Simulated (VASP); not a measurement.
Data:

```
AlRu
1.0
    2.95473     0.00000     0.00000
    0.00000     2.95473     0.00000
    0.00000     0.00000     2.95473
Al Ru
1 1
Direct
  0.50000   0.50000   0.50000
  0.00000   0.00000   0.00000
```

These are LDA (Ceperley-Alder, Perdew-Zunger), VASP's LDA PAW potentials (set 64) (plane waves; VASP) values and carry that method's errors. Numerical set-up: 500 eV cut-off, 12×12×12 Γ-centred mesh, first-order Methfessel-Paxton smearing of 0.10 eV, potentials Al Ru_pv.

Problem. The ions, cell shape and volume at an external pressure of 5.0 GPa are relaxed. Give the cell that the relaxation ends in.

Solution. 
```
AlRu
1.0
    2.93574     0.00000     0.00000
    0.00000     2.93574     0.00000
    0.00000     0.00000     2.93574
Al Ru
1 1
Direct
  0.50000   0.50000   0.50000
  0.00000   0.00000   0.00000
```
Space group Pm-3m (221), at a tolerance of 0.03 Å.

Problem. How do energy and volume change from the first to the last step?

Solution. The energy (σ→0) changes by +3.9 meV/atom and the volume by -1.9 %, in 3 ionic steps.

| step | E(σ→0) (eV) | max force (eV/Å) | pressure (GPa) | volume (Å³) |
|---|---|---|---|---|
| 1 | -16.1900 | 0.000 | 0.22 | 25.80 |
| 2 | -16.1262 | 0.000 | 14.99 | 24.39 |
| 3 | -16.1822 | 0.000 | 4.94 | 25.30 |

The compound is RuAl in the CsCl type structure. This run relaxes it under an external pressure of 5 GPa. Symmetry was kept, so distortions that lower it aren't found. The electron count is odd and the run is not spin-polarised, which forces a metal.
